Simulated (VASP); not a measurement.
All values below come from PBEsol GGA, VASP's PBE PAW potentials (set 64) (plane waves; VASP 6.6.1).

The input files of a VASP run:

POSCAR:
```
SrO
1
   -0.0000000000     2.5669795706     2.5669795706
    2.5669795706     0.0000000000     2.5669795706
    2.5669795706     2.5669795706     0.0000000000
Sr O
1 1
Direct
  0.0000000000   0.0000000000   0.0000000000
  0.5000000000   0.5000000000   0.5000000000
```

INCAR:
```
! general
SYSTEM  = SrO
PREC    = Accurate
ENCUT   = 520
LREAL   = .False.
LASPH   = .True.

! electronic loop
EDIFF   = 1E-7
NELM    = 100
ALGO    = Normal
LMAXMIX = 4

! smearing
ISMEAR  = -5

! functional
GGA     = PS

! ions
ISIF    = 2

! output
LWAVE   = .False.
LCHARG  = .True.
LORBIT  = 11
NEDOS   = 601
```

### KPOINTS
```
Automatic mesh
0
Gamma
10 10 10
0 0 0
```

POTCAR, in this order: Sr_sv O (PBE.64 set). Program: vasp_std.

Output

**OSZICAR**
```
       N       E                     dE             d eps       ncg     rms          rms(c)
DAV:   1     0.766413503701E+02    0.76641E+02   -0.89028E+03  1136   0.131E+03
DAV:   2    -0.109640187650E+02   -0.87605E+02   -0.80405E+02  1520   0.254E+02
DAV:   3    -0.145041442940E+02   -0.35401E+01   -0.35144E+01  1468   0.498E+01
DAV:   4    -0.146137404234E+02   -0.10960E+00   -0.10955E+00  1532   0.789E+00
DAV:   5    -0.146161000586E+02   -0.23596E-02   -0.23596E-02  1520   0.849E-01    0.176E+01
DAV:   6    -0.127856227142E+02    0.18305E+01   -0.91845E+00  1300   0.229E+01    0.208E+01
DAV:   7    -0.126633576423E+02    0.12227E+00   -0.54143E-01  1400   0.663E+00    0.120E+01
DAV:   8    -0.126394388003E+02    0.23919E-01   -0.13839E-01  1192   0.409E+00    0.784E-01
DAV:   9    -0.126394387815E+02    0.18788E-07   -0.11269E-02  1656   0.886E-01    0.217E-01
DAV:  10    -0.126397035007E+02   -0.26472E-03   -0.72552E-04  1244   0.275E-01    0.698E-02
DAV:  11    -0.126397729701E+02   -0.69469E-04   -0.94623E-05  1312   0.889E-02    0.344E-02
DAV:  12    -0.126397802774E+02   -0.73074E-05   -0.99122E-06  1612   0.303E-02    0.181E-02
DAV:  13    -0.126397795941E+02    0.68330E-06   -0.17449E-06  1372   0.147E-02    0.241E-03
DAV:  14    -0.126397794923E+02    0.10183E-06   -0.20365E-07  1172   0.416E-03    0.157E-03
DAV:  15    -0.126397794115E+02    0.80743E-07   -0.17364E-08   688   0.124E-03
   1 F= -.12639779E+02 E0= -.12639779E+02  d E =0.000000E+00
```

OUTCAR:
```
------------------------ aborting loop because EDIFF is reached ----------------------------------------
  FORCE on cell =-STRESS in cart. coord.  units (eV):
  Direction    XX          YY          ZZ          XY          YZ          ZX
  --------------------------------------------------------------------------------------
  Total       -0.0008748     -0.0008748     -0.0008748      0.0000000     -0.0000000     -0.0000000
  in kB       -0.0414289     -0.0414289     -0.0414289      0.0000000     -0.0000000     -0.0000000
  external PRESSURE =      -0.0414289 kB  Pullay stress =       0.0000000 kB
  volume of cell :       33.83
      direct lattice vectors                 reciprocal lattice vectors
     0.000000000  2.566979571  2.566979571    -0.194781449  0.194781449  0.194781449
     2.566979571  0.000000000  2.566979571     0.194781449 -0.194781449  0.194781449
     2.566979571  2.566979571  0.000000000     0.194781449  0.194781449 -0.194781449
  FREE ENERGIE OF THE ION-ELECTRON SYSTEM (eV)
  ---------------------------------------------------
  free  energy   TOTEN  =       -12.6397794115 eV

  energy  without entropy=      -12.6397794115  energy(sigma->0) =      -12.63977941

 total charge

# of ion       s       p       d       tot
------------------------------------------
    1        2.016   5.783   0.263   8.062
    2        1.548   3.403   0.000   4.951
--------------------------------------------------
tot          3.564   9.186   0.263  13.013
```
(Selected blocks of OUTCAR.)

**OUTCAR**
```
 val. band max:        1.5107365430   @ k =   0.0000   0.0000   0.0000

 cond. band min:       4.6628932926   @ k =   0.5000   0.5000   0.0000


 Fermi energy:         1.5679840611

 k-point     1 :       0.0000    0.0000    0.0000
  band No.  band energies     occupation
      1     -30.7100      2.00000
      2     -13.4934      2.00000
      3     -12.3577      2.00000
      4     -12.3577      2.00000
      5     -12.3577      2.00000
      6       1.5107      2.00000
      7       1.5107      2.00000
      8       1.5107      2.00000
      9       5.3665      0.00000
     10       7.6827      0.00000
     11       7.6827      0.00000
     12       7.6827      0.00000

 k-point     2 :       0.1000    0.0000    0.0000
  band No.  band energies     occupation
      1     -30.6964      2.00000
      2     -13.7487      2.00000
      3     -12.3660      2.00000
      4     -12.3660      2.00000
      5     -12.1353      2.00000
      6       1.1909      2.00000
      7       1.3772      2.00000
      8       1.3772      2.00000
      9       5.8421      0.00000
     10       7.5640      0.00000
     11       7.8834      0.00000
     12       7.8834      0.00000

 k-point     3 :       0.2000    0.0000    0.0000
  band No.  band energies     occupation
      1     -30.6606      2.00000
      2     -14.2136      2.00000
      3     -12.3875      2.00000
      4     -12.3875      2.00000
      5     -11.7577      2.00000
      6       0.5296      2.00000
      7       1.0554      2.00000
      8       1.0554      2.00000
      9       6.9454      0.00000
     10       7.4492      0.00000
     11       8.4515      0.00000
     12       8.4515      0.00000

 k-point     4 :       0.3000    0.0000    0.0000
  band No.  band energies     occupation
      1     -30.6157      2.00000
      2     -14.6405      2.00000
      3     -12.4136      2.00000
      4     -12.4136      2.00000
      5     -11.4388      2.00000
      6      -0.1158      2.00000
...
```

The compound is SrO in the rock salt structure. It was relaxed first.
